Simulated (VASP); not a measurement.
Consider the following.

```xyz
3
Lattice="2.1041 -3.6444 0.0000 2.1041 3.6444 0.0000 0.0000 0.0000 7.5693" Properties=species:S:1:pos:R:3 pbc="T T T"
Mg     0.0000     0.0000     0.0000
I      2.1041     1.2148     1.6703
I      2.1041    -1.2148     5.8991
```

These are PBE GGA, VASP's PBE PAW potentials (set 64) (plane waves; VASP) values and carry that method's errors. Numerical set-up: 520 eV cut-off, Gaussian smearing of 0.050 eV, potentials Mg I.

Without a dispersion term in the relaxation, distances and binding between the weakly bound layers, chains or molecules are unreliable, and so is what depends on them. Unless said otherwise, spin-orbit coupling is left out, though it shifts the bands of the heavy elements here.

Problem. Give the energies of bands 3 to 11 at the high-symmetry points, in eV from the valence-band maximum.

Solution. 
```csv
band,Γ,M,K,A,L,H
3,-3.04,-3.34,-3.04,-2.68,-3.38,-2.98
4,-0.30,-2.66,-2.25,-0.92,-2.79,-2.38
5,-0.30,-1.42,-2.25,-0.27,-1.12,-2.38
6,-0.19,-1.16,-1.75,-0.27,-1.11,-1.86
7,0.00,-0.65,-0.81,-0.03,-0.63,-0.55
8,0.00,-0.38,-0.81,-0.03,-0.45,-0.55
9,3.70,3.67,4.21,4.41,3.61,4.65
10,4.89,5.44,7.14,4.89,5.42,6.06
11,6.70,5.78,7.14,6.63,5.78,6.06
```

The gap is indirect, 3.61 eV, from the valence maximum at Γ to the conduction minimum at L-M at 0.22.

The compound is MgI2 in the 1T layered structure. It was relaxed first, which changed the volume by +13 %.
